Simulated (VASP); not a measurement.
VASP ran on this input.

INCAR:
```
# general
SYSTEM  = FeBiO3
PREC    = Accurate
ENCUT   = 520
LREAL   = .False.
LASPH   = .True.

# electronic loop
EDIFF   = 1E-6
NELM    = 100
ALGO    = Normal
LMAXMIX = 4

# smearing
ISMEAR  = 0
SIGMA   = 0.05

# functional
GGA     = PS

# spin
ISPIN   = 2
MAGMOM  = 0.0 0.0 0.0 0.0 0.0 0.0 0.0 0.0 4.0 4.0

# ions
IBRION  = 2
NSW     = 60
ISIF    = 3
EDIFFG  = -0.02

# output
LWAVE   = .False.
LCHARG  = .False.
LORBIT  = 10
```

### KPOINTS
```
Automatic
0
Gamma
 5 5 5
```

**POSCAR**
```
FeBiO3
1.0
  2.7596942863   1.5933101606   4.8719531122
 -2.7596942822   1.5933101676   4.8719531122
 -0.0000000041  -3.1866203282   4.8719531122
Bi O Fe
2 6 2
Cart
  0.0000000000   0.0000000000   5.3420995297
 -0.0000000000   0.0000000000   9.2737598069
 -1.0106944323  -1.9547075707   8.4591604113
  2.1981737077   0.1020667720   8.4591604113
 -1.1874792754   1.8526407986   8.4591604113
  1.0106944323   1.9547075707   6.1566989253
 -2.1981737077  -0.1020667720   6.1566989253
  1.1874792754  -1.8526407986   6.1566989253
 -0.0000000000  -0.0000000000   2.1486818761
 -0.0000000000  -0.0000000000  12.4671774605
```

POTCAR, in this order: Bi_d O Fe (PBE.64 set). Program: vasp_std.

**Question.** Write an equivalent input for Ansatz.

**Answer.** One equivalent input (not run):
Ansatz 0.2 input:
```yaml
crystal:
  lattice:
    - [2.7596943, 1.5933102, 4.8719531]
    - [-2.7596943, 1.5933102, 4.8719531]
    - [-0.0000000, -3.1866203, 4.8719531]
  atoms:
    - { symbol: Bi, position: [0.3655002, 0.3655002, 0.3655002] }
    - { symbol: Bi, position: [0.6344998, 0.6344998, 0.6344998] }
    - { symbol: O, position: [0.1911785, 0.5574127, 0.9877064] }
    - { symbol: O, position: [0.9877064, 0.1911785, 0.5574127] }
    - { symbol: O, position: [0.5574127, 0.9877064, 0.1911785] }
    - { symbol: O, position: [0.8088215, 0.4425873, 0.0122936] }
    - { symbol: O, position: [0.0122936, 0.8088215, 0.4425873] }
    - { symbol: O, position: [0.4425873, 0.0122936, 0.8088215] }
    - { symbol: Fe, position: [0.1470103, 0.1470103, 0.1470103], spin: 4 }
    - { symbol: Fe, position: [0.8529897, 0.8529897, 0.8529897], spin: 4 }
kpoints:
  mp_grid: { grid: [5, 5, 5] }
hamiltonian:
  xc: pbesol
  pseudopotentials: { kind: paw }
magnetization: { spin_polarized: true }
scf:
  occupations: { method: gaussian, width: 0.05 }
  max_iter: 100
relax:
  max_steps: 60
  f_tol: 0.02
  cell: {}
output: { forces: true, stress: true, eigenvalues: true }
```
Limits of the translation: each code has its own PAW files, so the cut-off isn't converted (ENCUT is set for VASP's; basis.ecutwfc is left out, and Ansatz then takes the one that its files recommend); Ansatz stops its SCF on the density residual and VASP on the energy change (EDIFF).

The structure was generated: FeBiO3 was put into the ilmenite type (R-3), which need not be its known phase. This run relaxes it. Symmetry was kept, so distortions that lower it aren't found. The start is the result of an earlier pass.
